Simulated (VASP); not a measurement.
FeW:

```
Fe W
1.0
     1.52344   -2.17741    0.00000
     1.52344    2.17741    0.00000
     0.00000    0.00000    4.26737
Fe W
1 1
Direct
  0.00000 0.00000 0.00000
  0.50000 0.50000 0.50000
```

The cell was built by a generator and needn't be a form met in nature.

| Quantity | Value |
| --- | --- |
| Program | VASP 6.6.1 |
| Task | relaxation of cell and atoms |
| Functional | PBE |
| Potentials or basis | VASP PAW PBE potentials, release 64 (Fe, W_sv) |
| Cutoff | 600 eV |
| k mesh | 11 × 11 × 6 |
| Occupations | methfessel-paxton, width 0.2 eV |
| Spin | collinear spin, ferromagnetic start |
| Starting moments | [3.0, 0.0] μB |

At the start: pressure -3.2 GPa; volume 14.16 Å³/atom.

Question: How do energy, volume and symmetry change on relaxing?

Answer: Over 6 steps the energy falls by 14.4 meV/atom and the volume is 13.88 Å³/atom (-2.0 %); space group Cmmm (No. 65, to 0.05 Å); moment 1.83 μB per cell.

The path:
| step | energy change (eV) | largest force (eV/Å) | pressure (GPa) | volume (Å³) |
| --- | --- | --- | --- | --- |
| 1 | 0.0000 | 0.0000 | -3.16 | 28.31 |
| 2 | -0.0117 | 0.0000 | 5.91 | 27.17 |
| 3 | -0.0164 | 0.0000 | 2.56 | 27.56 |
| 4 | -0.0287 | 0.0000 | -0.11 | 27.77 |
| 5 | -0.0287 | 0.0000 | -0.04 | 27.76 |
| 6 | -0.0289 | 0.0000 | -0.03 | 27.75 |

Final structure:
```
Fe W
1.0
     1.57056   -2.12590    0.00000
     1.57056    2.12590    0.00000
     0.00000    0.00000    4.15579
Fe W
1 1
Direct
  0.00000 0.00000 0.00000
  0.50000 0.50000 0.50000
```
